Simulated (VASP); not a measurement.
Consider the following.

```
BN
1.0
    0.00000     1.77553     1.77553
    1.77553     0.00000     1.77553
    1.77553     1.77553     0.00000
B N
1 1
Direct
  0.00000   0.00000   0.00000
  0.25000   0.25000   0.25000
```

Method: TPSS meta-GGA, VASP's PBE PAW potentials (set 64) (plane waves; VASP). Settings: 520 eV cut-off, 12×12×12 Γ-centred mesh, Gaussian smearing of 0.050 eV, potentials B N.

Task: Predict the energy per atom (σ→0), pressure, band gap (on the k-mesh) with the smallest direct gap where there is one.

Result: 
```
Property                                      Result
-----------------------------------  ---------------
band gap (on the k-mesh)                     4.51 eV
smallest direct gap (on the k-mesh)          9.52 eV
energy per atom (σ→0)                -10.214 eV/atom
pressure                                   26.06 GPa
```

The absolute energy has meaning only against runs of the same code, potentials and settings.

The compound is BN in the zinc blende structure. This cell is one point of a volume scan, at 0.94 of the reference volume.
